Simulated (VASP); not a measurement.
Cd:

```
Cd
1.0
     2.97887    0.00000    0.00000
    -1.48944    2.57978    0.00000
     0.00000    0.00000    5.61765
Cd
2
Direct
  0.33333 0.66667 0.25000
  0.66667 0.33333 0.75000
```

| Property | Result |
| --- | --- |
| Program | VASP 6.6.1 |
| Task | relaxation of cell and atoms |
| Functional | RPBE |
| Potentials or basis | VASP PAW PBE potentials, release 64 (Cd) |
| Cutoff | 600 eV |
| k mesh | 15 × 15 × 7 |
| Occupations | methfessel-paxton, width 0.1 eV |
| Spin | no spin polarisation |

At the start: pressure 5.7 GPa; volume 21.59 Å³/atom.

Q: How do energy, volume and symmetry change on relaxing?

A: Over 8 steps the energy falls by 42.6 meV/atom and the volume is 24.34 Å³/atom (+12.8 %); space group P6_3/mmc (No. 194, to 0.05 Å).

Step by step:
```
step  energy change (eV)  largest force (eV/Å)  pressure (GPa)  volume (Å³)
   1              0.0000                0.0000            5.70        43.17
   2             -0.0838                0.0000            0.43        48.15
   3             -0.0845                0.0000           -0.10        48.88
   4             -0.0846                0.0000           -0.04        48.72
   5             -0.0845                0.0000            0.06        48.61
   6             -0.0849                0.0000            0.02        48.63
   7             -0.0851                0.0000            0.05        48.65
   8             -0.0852                0.0000            0.00        48.68
```

Final structure:
```
Cd
1.0
     3.09270    0.00000    0.00000
    -1.54635    2.67835    0.00000
     0.00000    0.00000    5.87717
Cd
2
Direct
  0.33333 0.66667 0.25000
  0.66667 0.33333 0.75000
```

Caveat: the PAW data sets were made with another functional, which shifts forces and pressure a little; the volume moved by +13 % from the deposited cell, more than functionals usually miss.
